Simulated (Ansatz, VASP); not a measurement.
# Cross-check of Ga2O3 (glassy Ga2O3) between VASP and Ansatz, part 2 of 2

Wanted: the spread between two codes on one cell, functional and k mesh. Of the first pair: The structure shown is the start of the Ansatz relaxation below; VASP solves that cell, so the two are compared at the walk's first step.

VASP 6.6.1 and Ansatz 0.2.0.

So far. Step 3 (VASP: single point, PBE, start cell, pair 1): The run ends at a pressure of 12.84 GPa, with forces up to 0.82 eV/Å.

## Step 6: VASP: single point, PBE, relaxed atoms in a fixed cell, pair 2

Level of this step: PBE; plane waves and PAW (Ga_d, O) (VASP).

The same cell, functional, mesh and smearing now go to VASP, with its own data sets.

Input file INCAR:

```
SYSTEM = Ga2O3
PREC = Accurate
ENCUT = 600
EDIFF = 1E-06
NELM = 120
ISMEAR = -1
SIGMA = 0.025
LREAL = Auto
ALGO = Normal
GGA = PE
NBANDS = 893
LORBIT = 11
LWAVE = .FALSE.
LCHARG = .FALSE.
ISIF = 2
LASPH = .TRUE.
GGA_COMPAT = .FALSE.
EFERMI = MIDGAP
```

Input file POSCAR:

```
Ga2O3
1.0
   12.4301100000      0.1859000000      0.0214500000
    0.1859000000     12.2233800000     -0.0286200000
    0.0214500000     -0.0286200000     12.2498200000
Ga O
70 105
Direct
    0.1589400000      0.0651100000      0.9729800000
    0.8969100000      0.0178800000      0.2618000000
    0.3210200000      0.4900200000      0.1662600000
    0.4774900000      0.6336900000      0.0369900000
    0.2357700000      0.2464700000      0.1436800000
    0.3069400000      0.4459400000      0.9183800000
    0.3732500000      0.8316100000      0.2018200000
    0.5664700000      0.3404900000      0.9517400000
    0.0962500000      0.3088400000      0.9614700000
    0.1217400000      0.9092300000      0.1756900000
    0.1036100000      0.1357500000      0.3311200000
    0.6847300000      0.4026100000      0.6509300000
    0.0974000000      0.5917300000      0.5503300000
    0.2266200000      0.6947300000      0.0225700000
    0.0836700000      0.6172000000      0.2758800000
    0.1037800000      0.1837400000      0.7416200000
    0.4976100000      0.8397900000      0.4349800000
    0.8104600000      0.9599500000      0.0069900000
    0.1650000000      0.4172600000      0.7129000000
    0.8994400000      0.5347100000      0.7350900000
    0.5202900000      0.8562100000      0.6949600000
    0.7142100000      0.6889800000      0.6043800000
    0.8955100000      0.6779500000      0.4544300000
    0.6150100000      0.0456800000      0.8757400000
    0.3941400000      0.1872800000      0.9419300000
    0.9889100000      0.9896100000      0.7843000000
    0.8194400000      0.6145600000      0.9795700000
    0.9034200000      0.2789400000      0.6677100000
    0.7457100000      0.2019300000      0.5118100000
    0.4334000000      0.4357800000      0.6775500000
[... 139 atom lines left out ...]
    0.8564300000      0.6797200000      0.6917000000
    0.8934300000      0.2158800000      0.5153500000
    0.7625000000      0.0148300000      0.3220400000
    0.0257400000      0.9474800000      0.6292900000
    0.4895300000      0.7246800000      0.9045500000
    0.1515800000      0.3052300000      0.8192400000
```

Input file KPOINTS:

```
Automatic mesh
0
Gamma
1 1 1
0 0 0
```

PAW data sets: Ga_d and O (PBE family, release 64).

Started as:

```
$ export OMP_NUM_THREADS=3
$ mpirun -np 1 vasp_gam
```

The log of the run:

```text
[... set-up lines as in an earlier step ...]
 entering main loop
       N       E                     dE             d eps       ncg     rms          rms(c)
DAV:   1     0.505915998536E+05    0.50592E+05   -0.55824E+05  1786   0.401E+03
DAV:   2     0.117817731938E+05   -0.38810E+05   -0.37149E+05  1786   0.117E+03
DAV:   3     0.775094367259E+03   -0.11007E+05   -0.10406E+05  2194   0.425E+02
DAV:   4    -0.953645360178E+03   -0.17287E+04   -0.16821E+04  1868   0.169E+02
[...]
DAV:  21    -0.101744561055E+04    0.25792E-05   -0.95078E-06  1804   0.395E-02    0.267E-03
DAV:  22    -0.101744561184E+04   -0.12890E-05   -0.15941E-05  1980   0.976E-03    0.318E-03
DAV:  23    -0.101744561201E+04   -0.17153E-06   -0.29203E-06  1340   0.352E-03
   1 F= -.10174456E+04 E0= -.10174456E+04  d E =-.237822E-13
```

OUTCAR, selected parts (step 6):

```text
  Total       76.4575568     77.9101230     91.8427578     -2.6333510     -0.9425124      3.5985310
[...]
0.74811      3.74514      7.82492        -0.023884      0.026944     -0.003441
     11.80609     11.83346      5.15186        -0.024403      0.000793      0.000637
     11.17923      8.08610      1.36173         0.030341      0.013084     -0.006349
      1.11707      3.44026      1.72201        -0.001255      0.016502     -0.002592
      0.37510      9.09470      6.33268         0.026012     -0.002575     -0.019448
      7.75733      1.91944      5.63357        -0.015649      0.018569      0.002026
      5.97007      6.54357      9.67719        -0.002851      0.000350      0.001994
      9.63374      7.35455      5.76034        -0.017991     -0.018463      0.010109
      2.42962      7.24784      1.84527         0.009427      0.019162      0.011721
     10.18005      9.83128      6.37846        -0.002834      0.013563      0.028843
      9.81761      6.03134      0.86183        -0.007306     -0.013393     -0.018040
      2.53089      5.06259      0.20071         0.030264     -0.009896      0.024292
      9.86288      0.55869      6.85837        -0.011609      0.011877     -0.002097
      0.31140      5.99617      2.42000         0.012710     -0.009730      0.007103
[...]
-----------------------------------------------------------------------------------
    total drift:                                0.012848      0.010100      0.007741

  FREE ENERGIE OF THE ION-ELECTRON SYSTEM (eV)
  ---------------------------------------------------
  free  energy   TOTEN  =     -1017.4456120136 eV

  energy  without entropy=    -1017.4456120136  energy(sigma->0) =    -1017.44561201

[... 1 part as in an earlier step ...]

[... 1 further part left out ...]
[key lines of the parts left out:]
E-fermi :   4.9391
```

The run ends at a pressure of 7.07 GPa, with forces up to 0.076 eV/Å.

## Step 7: Comparison

What differs besides the data sets and the points named for the pairs above, as far as they apply: the cutoff is 420 eV in Ansatz and 600 eV in VASP (PREC = Accurate, projectors in real space). Total energies have different zeros and are not compared.

The two programs side by side:

| quantity | Ansatz | VASP | difference |
| --- | --- | --- | --- |
| pressure (GPa) | 6.61 | 7.07 | -0.46 |
| gap on the k mesh (eV) | 1.655 | 1.629 | +0.026 |

The largest component of a force difference here is 56 meV/Å. A gap on the mesh is an upper bound, since the band edges may lie between its points.

## Step 8: Summary of results

```yaml
r_m_s_force_difference_single_point_pbe_start_cell_pair_1: 8.5 % of the r.m.s. force
r_m_s_force_difference_single_point_pbe_relaxed_atoms_in_a_fixed_cell_pair_2: 16 meV/Å
```

What this shows: The r.m.s. force difference is 8.5 % of the r.m.s. force (single point, PBE, start cell, pair 1), beyond the 3 % picked in this series as the mark of a large difference. What causes the difference of the single point, PBE, start cell, pair 1 pair stays open here. What causes the difference of the single point, PBE, relaxed atoms in a fixed cell, pair 2 pair stays open here. How closely two codes agree says nothing of how well the functional describes the real material.

[Lines on the potential files, build, host, timing and source positions are cut from VASP's logs without a mark.]

[Logs are printed without paths, hosts, clocks, repeated set-up lines and the standing remarks that a program may print on its own settings, such as how far it seeks lower states.]

[Hosts, paths, dates, database ids (printed as entryN), source tags and the programs' standing remarks are cut or masked in the printed files.]
